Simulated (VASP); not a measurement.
An input for Ansatz (written as the equivalent of a VASP run, and not itself run):

Ansatz 0.2 input:
```yaml
crystal:
  lattice:
    - [2.9251475, -0.0000000, 0.0000000]
    - [-1.4625743, 2.5332517, 0.0000000]
    - [0.0000000, 0.0000000, 4.8886078]
  atoms:
    - { symbol: Cu, position: [0.0000000, 0.0000000, 0.0000000] }
    - { symbol: Cu, position: [0.0000000, 0.0000000, 0.5000000] }
    - { symbol: O, position: [0.3333330, 0.6666670, 0.2500000] }
    - { symbol: O, position: [0.6666670, 0.3333330, 0.7500000] }
kpoints:
  mp_grid: { grid: [11, 11, 6] }
hamiltonian:
  xc: pbesol
  pseudopotentials: { kind: paw }
scf:
  occupations: { method: methfessel_paxton, width: 0.1 }
  max_iter: 100
relax:
  max_steps: 60
  f_tol: 0.02
  cell: {}
output: { forces: true, stress: true, eigenvalues: true }
```

Task: Translate this input to VASP (INCAR, KPOINTS, POSCAR, choice of POTCAR).

Result: One answer among several that fit: 
### KPOINTS
```
Automatic
0
gamma
 11 11 6
0 0 0
```

POSCAR:
```
CuO
1.0
  2.9251475185  -0.0000000104   0.0000000000
 -1.4625742830   2.5332516949   0.0000000000
  0.0000000000   0.0000000000   4.8886077981
Cu O
2 2
Cart
  0.0000000000   0.0000000000   0.0000000000
  0.0000000000   0.0000000000   2.4443038990
 -0.0000018117   1.6888353042   1.2221519495
  1.4625750472   0.8444163803   3.6664558486
```

**INCAR**
```
ALGO=Normal
EDIFF=1E-6
EDIFFG=-0.02
ENCUT=520
GGA=PS
IBRION=2
ISIF=3
ISMEAR=1
LASPH=T
LCHARG=F
LMAXMIX=4
LREAL=F
LWAVE=F
NELM=100
NSW=60
PREC=Accurate
SIGMA=0.1
SYSTEM=CuO
```

POTCAR, in this order: Cu O (PBE.64 set). Program: vasp_std.

What does not carry over: each code has its own PAW files, so the cut-off isn't converted (ENCUT is set for VASP's; basis.ecutwfc is left out, and Ansatz then takes the one that its files recommend); Ansatz stops its SCF on the density residual and VASP on the energy change (EDIFF).

The structure was generated: CuO was put into the NiAs type (P6_3/mmc), which need not be its known phase. This run relaxes it. Symmetry was kept, so distortions that lower it aren't found. The start is the result of an earlier pass.
